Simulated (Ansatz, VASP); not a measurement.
## W (W wire along [110], 4 atoms a period): VASP beside Ansatz

Wanted: the spread between two codes on one cell, functional and k mesh. Of the first pair: The structure shown is the start of the Ansatz relaxation below; VASP solves that cell, so the two are compared at the walk's first step.

Calculated with Ansatz 0.2.0; plane waves, with VASP 6.6.1 beside it; PBE.

### 1. Set-up

The cell holds 4 atoms: 4 W. Its edges and angles: a = 8.385 Å, b = 9.042 Å, c = 4.483 Å, α = 90.0°, β = 90.0°, γ = 90.0°. Vacuum lies along a and b. The structure's axis is c.

### 2. Ansatz: relaxation, PBE

Ansatz runs on its default PAW (the set named soft_2) files.

The two programs are compared at the cell with which this relaxation starts, whose forces are those of its first step.

Input file input.yaml:

```yaml
crystal:
  lattice:
    - [8.385, 0.0, 0.0]
    - [0.0, 9.042, 0.0]
    - [0.0, 0.0, 4.4830569927]
  atoms:
    - { symbol: W, position: [0.405485987, 0.376023004, 0.0] }
    - { symbol: W, position: [0.594514013, 0.62392485, 0.0] }
    - { symbol: W, position: [0.405485987, 0.62392485, 0.5] }
    - { symbol: W, position: [0.594514013, 0.376023004, 0.5] }
kpoints:
  mp_grid: { grid: [1, 1, 18] }
scf:
  occupations: { method: fermi_dirac, width: 0.05 }
hamiltonian:
  xc: pbe
relax:
  cell: { fix: [a, b, alpha, beta, gamma] }
  max_steps: 60
```

Command:

```bash
ansatz run input.yaml --threads 4 --pin off --max-ram 16384MiB --backend cpu --events-out ev --progress --plain --runs-dir out
```

Numbers of over 12 decimals in the logs are rounded to 6 here.

Output:

```text
Engine: ansatz 0.2.0, aarch64-unknown-linux-gnu
Pseudopotentials: kind: paw
Pseudopotential: W, paw, valence charge 14, recommended cutoff 420 eV (normal), W.paw.azcp
Functional definition: PBE
  parameter kappa = 0.804
  parameter beta = 0.066725
  exchange = pbe_x(kappa = kappa, mu = beta*pi^2/3)
  correlation = pbe_c(beta = beta)
Crystal: 4 atoms, lattice volume = 339.893 Å³
Basis set: ecut = 420 eV, 6625 PW (Γ), exchange–correlation on 120×128×60 points (8 copies of the dense FFT grid, shifted against one another)
Bands: 34, of which v1, the nominal top of the filled ones, is band 28 counted from 1 (27 counted from 0)
Symmetry: 8 space group operations
Space group: Pccm (ITA 49), of the structure as read, at distance tolerance 7.0e-5 Å
k-points: 10 of 18
Non-local potential: W, projectors of the file, l = 0: 3, l = 1: 2, l = 2: 2, l = 3: 1
PAW form: soft (Blöchl's): semilocal exchange-correlation on the pseudo side does not see the compensation charge
PAW one-centre angular grid: W, 590 points (default); XC on 64 Gauss nodes
Initial density: superposition of atomic densities (neutral atoms: chi_scale 0, normalization atom), corrected by the library's trained network
Initial wavefunctions: pseudopotential atomic-orbital guess
Functional: x = pbe(κ = 0.804, μ = 0.219515), c = pbe(β = 0.066725)
SCF iter   1: F=—  HF=-41523.280231 eV  |F-HF|=—  |Δ(HF+E_count)|=         —  Δρ=1.02e-2  dr2=2.18e-1  ethr=1.77e-3  ⟨swp⟩=6.3  Hψ=1350  notcnv=0
preconditioner: auto → LDOS  [metal: Δε(μ)=0.042 eV  Ē_g=2.590 eV  σ=0.050 eV  W_gap=0.20  n_scr=42 (ndim 8)  ℏωp=9.9 eV  f_vac=0.535  D(μ)=6.62/eV (n_scr^D=38)  β→1.0]
SCF iter   2: F=—  HF=-41523.286760 eV  |F-HF|=—  |Δ(HF+E_count)|=   6.53e-3  Δρ=2.47e-3  dr2=2.84e-2  ethr=3.89e-4  ⟨swp⟩=2.2  Hψ=602  notcnv=0
SCF iter   3: F=—  HF=-41523.288651 eV  |F-HF|=—  |Δ(HF+E_count)|=   1.89e-3  Δρ=1.46e-3  dr2=2.40e-2  ethr=5.07e-5  ⟨swp⟩=2.3  Hψ=619  notcnv=0
SCF iter   4: F=—  HF=-41523.285456 eV  |F-HF|=—  |Δ(HF+E_count)|=   3.20e-3  Δρ=2.74e-4  dr2=1.13e-3  ethr=4.28e-5  ⟨swp⟩=2.0  Hψ=513  notcnv=0
SCF iter   5: F=—  HF=-41523.285569 eV  |F-HF|=—  |Δ(HF+E_count)|=   1.12e-4  Δρ=1.31e-4  dr2=1.73e-4  ethr=2.02e-6  ⟨swp⟩=2.0  Hψ=464  notcnv=0
SCF iter   6: F=—  HF=-41523.285555 eV  |F-HF|=—  |Δ(HF+E_count)|=   1.33e-5  Δρ=4.24e-5  dr2=1.08e-5  ethr=3.08e-7  ⟨swp⟩=2.3  Hψ=596  notcnv=0
SCF iter   7: F=—  HF=-41523.285556 eV  |F-HF|=—  |Δ(HF+E_count)|=   8.81e-7  Δρ=1.86e-5  dr2=2.08e-6  ethr=1.93e-8  ⟨swp⟩=2.1  Hψ=585  notcnv=0
SCF iter   8: F=-41523.285557 eV  HF=-41523.285557 eV  |F-HF|=4.27e-8  |Δ(HF+E_count)|=   4.24e-7  Δρ=3.78e-6  dr2=6.56e-8  ethr=1.79e-10  ⟨swp⟩=3.7  Hψ=1493  notcnv=0
SCF 1 converged in 8 iterations: F = -41523.285557 eV  dr2 = 6.56e-8
  greatest PAW one-centre occupation: 1.000 electrons in one spin orbital (limit 2), on the W atom at site 3 (counted from 0), in its partial waves of l = 0
relax step   1: F+E_penalty+E_count = -41523.28555661 eV  Δ(F+E_penalty+E_count) = +0.000e0 eV  max|allowed force component| = 4.124e0 eV/Å  Δτ_max = 0.0000 Å  P = -8.190 GPa  Ω = 339.893 Å³  fix = [a, b, alpha, beta, gamma]  reactions: a -6.072, b -6.281 GPa  (8 SCF iters, dr2 threshold 1.00e-7 eV, accepted)
[...]
relax step   8: F+E_penalty+E_count = -41526.87189638 eV  Δ(F+E_penalty+E_count) = -1.046e-2 eV  max|allowed force component| = 1.720e-2 eV/Å  Δτ_max = 0.0186 Å  P = +0.138 GPa  Ω = 321.999 Å³  energy of the carried Pulay correction = +1.066e-3 eV  fix = [a, b, alpha, beta, gamma]  reactions: a +0.168, b +0.142 GPa  (9 SCF iters, accepted)
[...]
relax step   9: F+E_penalty+E_count = -41526.87206234 eV  Δ(F+E_penalty+E_count) = -1.660e-4 eV  max|allowed force component| = 1.131e-2 eV/Å  Δτ_max = 0.0016 Å  P = +0.084 GPa  Ω = 322.906 Å³  energy of the carried Pulay correction = +1.010e-3 eV  fix = [a, b, alpha, beta, gamma]  reactions: a +0.180, b +0.140 GPa  (6 SCF iters, dr2 threshold 2.80e-8 eV, accepted)
[...]
relax step  10: F+E_penalty+E_count = -41526.87212857 eV  Δ(F+E_penalty+E_count) = -6.623e-5 eV  max|allowed force component| = 1.162e-3 eV/Å  Δτ_max = 0.0002 Å  P = +0.117 GPa  Ω = 322.648 Å³  energy of the carried Pulay correction = +1.026e-3 eV  fix = [a, b, alpha, beta, gamma]  reactions: a +0.196, b +0.156 GPa  (5 SCF iters, dr2 threshold 1.13e-8 eV, accepted)
[...]
relax step  11: F+E_penalty+E_count = -41526.87101822 eV  Δ(F+E_penalty+E_count) = +1.110e-3 eV  max|allowed force component| = 7.485e-4 eV/Å  Δτ_max = 0.0000 Å  P = +0.119 GPa  Ω = 322.648 Å³  fix = [a, b, alpha, beta, gamma]  reactions: a +0.199, b +0.159 GPa  stress off target by 2.03e-3 GPa on what of the cell is left free  SCF on the basis re-selected at this cell (its energy is not comparable with the rows above)  (6 SCF iters)
basis re-selected at this cell: Δ(F+E_penalty+E_count) = +1.110e-3 eV, ΔP = +0.002 GPa vs the last step (what re-selecting the basis moved, of the pressure what is left beyond the Pulay correction that the steps carried, after the strain that the cell walked since its last selection, with what the two solves' SCF thresholds leave and, on support functions, any second-order correction that the steps lacked; it is no m [...]
SCF converged after 6 iterations
Free energy (F): -41526.871018 eV
Harris-Foulkes:  -41526.871018 eV  (|F-HF|=2.18e-11)
Internal energy: -41526.836213 eV  (E = F + TS)
E sigma→0 (E₀):  -41526.853616 eV
Entropy (-TS):   -0.034805 eV (-8.701 meV/atom)
Fermi energy:    1.808005 eV
--- Per-component energies (eV) ---
  E_band       = -1481.308700
  E_kinetic    = 1786.474262
  E_local      = -14465.246764  (includes V_loc(G=0)·N_el)
  E_nonlocal   = 18.816751
  E_hartree    = 6308.970606
  E_xc         = -1054.257214
  E_vxc        = -937.166133  (∫ρ·V_xc dr)
  E_paw        = -34252.860655  (= ΣΔE_a)
  E_vpaw       = -502.127278  (= ΣTr[D̂ρ^β])
  E_aug_tail   = -0.000239  (compensation charges beyond the density's cutoff)
  E_ewald      = 131.267039
  E_smearing   = -0.034805  (= −TS)
  E_closure    = -0.000000  (closes the sum)
  Σ components = -41526.871018   (vs F -41526.871018, Δ=0.00e0)
--- Forces (eV/Å), atoms counted from 1 ---
  atom   1  W      0.00018940     0.00074848     0.00000000
  atom   2  W     -0.00018940    -0.00074848     0.00000000
  atom   3  W      0.00018940    -0.00074848     0.00000000
  atom   4  W     -0.00018940     0.00074848     0.00000000
  max |Σ_I F_I| component: 1.08e-19 eV/Å
--- Stress (GPa, compression-positive) ---
        0.198937       0.000000       0.000000
        0.000000       0.158876       0.000000
        0.000000       0.000000      -0.002031
  P = ⅓ Tr σ = 0.1186 GPa (1.186 kbar)
--- Relaxed structure (10 steps of the walk, 9 accepted, 1 SCFs on fresh bases) ---
  F+E_penalty+E_count = -41526.87101822 eV   max|allowed force component| = 7.485e-4 eV/Å   (the final SCF, on the basis selected at the relaxed cell)
  cell:  # Å, volume = 322.6482 Å³
    - [8.385, 0.0, 0.0]
    - [0.0, 9.042, 0.0]
    - [0.0, 0.0, 4.255608]
  atoms:
    - { symbol: W, position: [0.403011, 0.409897, 0.0] }
    - { symbol: W, position: [0.596989, 0.590051, 0.0] }
    - { symbol: W, position: [0.403011, 0.590051, 0.500000] }
    - { symbol: W, position: [0.596989, 0.409897, 0.500000] }
```

Reading the cycles: dr2 is the Hartree energy of the density residual (eV), the measure of convergence; HF is the Harris–Foulkes estimate of the energy, which meets the free energy F at convergence.

### 3. VASP: single point, PBE, start cell, pair 1

The same cell, functional, mesh and smearing now go to VASP, with its own data sets.

Lines of VASP's logs that name or quote its potential files are left out, and so is its time.

Input file INCAR:

```
SYSTEM = W
PREC = Accurate
ENCUT = 520
EDIFF = 1E-06
NELM = 120
ISMEAR = -1
SIGMA = 0.05
LREAL = .FALSE.
ALGO = Normal
GGA = PE
NBANDS = 18
LASPH = .TRUE.
LORBIT = 11
LWAVE = .FALSE.
LCHARG = .FALSE.
ISIF = 2
GGA_COMPAT = .FALSE.
```

Input file POSCAR:

```
W
1.0
    8.3850000000      0.0000000000      0.0000000000
    0.0000000000      9.0420000000      0.0000000000
    0.0000000000      0.0000000000      4.4830570000
W
4
Direct
    0.4054859869      0.3760230038      0.9999999443
    0.5945140131      0.6239247954      0.9999999443
    0.4054859869      0.6239247954      0.4999999443
    0.5945140131      0.3760230038      0.4999999443
```

Input file KPOINTS:

```
Automatic mesh
0
Gamma
1 1 18
0 0 0
```

Potentials, in the order of the species: W (PBE family, release 64).

Command:

```bash
mpirun -np 1 vasp_std
```

Output:

```text
[banner, memory and clock lines left out]
running    1 mpi-ranks, on    1 nodes
 distrk:  each k-point on    1 cores,    1 groups
 distr:  one band on    1 cores,    1 groups

 POSCAR found type information on POSCAR W
 POSCAR found :  1 types and       4 ions
 LDA part: xc-table for (Slater+PW92), standard interpolation
 POSCAR, INCAR and KPOINTS ok, starting setup
 FFT: planning ... GRIDC
 FFT: planning ... GRID_SOFT
 FFT: planning ... GRID
 WAVECAR not read
 entering main loop
       N       E                     dE             d eps       ncg     rms          rms(c)
DAV:   1     0.820965172894E+02    0.82097E+02   -0.73265E+03   360   0.953E+02
DAV:   2    -0.199269347238E+02   -0.10202E+03   -0.94738E+02   570   0.141E+02
DAV:   3    -0.393211516223E+02   -0.19394E+02   -0.18846E+02   518   0.621E+01
DAV:   4    -0.404532306705E+02   -0.11321E+01   -0.11116E+01   616   0.157E+01
DAV:   5    -0.405005542285E+02   -0.47324E-01   -0.47095E-01   632   0.282E+00    0.202E+01
DAV:   6    -0.365912077201E+02    0.39093E+01   -0.78412E+00   404   0.122E+01    0.892E+00
DAV:   7    -0.358091585636E+02    0.78205E+00   -0.48490E+00   600   0.986E+00    0.135E+00
DAV:   8    -0.358100427003E+02   -0.88414E-03   -0.24441E-01   496   0.227E+00    0.542E-01
DAV:   9    -0.358054184609E+02    0.46242E-02   -0.39646E-02   648   0.794E-01    0.258E-01
DAV:  10    -0.358067637077E+02   -0.13452E-02   -0.44777E-03   536   0.323E-01    0.100E-01
DAV:  11    -0.358091233888E+02   -0.23597E-02   -0.60652E-03   544   0.320E-01    0.684E-02
DAV:  12    -0.358103991236E+02   -0.12757E-02   -0.11079E-03   512   0.194E-01    0.232E-02
DAV:  13    -0.358108847624E+02   -0.48564E-03   -0.25292E-04   624   0.934E-02    0.170E-02
DAV:  14    -0.358110808691E+02   -0.19611E-03   -0.17613E-04   472   0.749E-02    0.888E-03
DAV:  15    -0.358110868252E+02   -0.59561E-05   -0.25217E-05   528   0.286E-02    0.166E-03
DAV:  16    -0.358110877391E+02   -0.91381E-06   -0.33384E-06   528   0.107E-02
   1 F= -.35811088E+02 E0= -.35780594E+02  d E =-.609873E-01
```

[end of part 1 of 2]

[Lines on the potential files, build, host, timing and source positions are cut from VASP's logs without a mark.]

[Logs are printed without paths, hosts, clocks, repeated set-up lines and the standing remarks that a program may print on its own settings, such as how far it seeks lower states.]

[Hosts, paths, dates, database ids (printed as entryN), source tags and the programs' standing remarks are cut or masked in the printed files.]
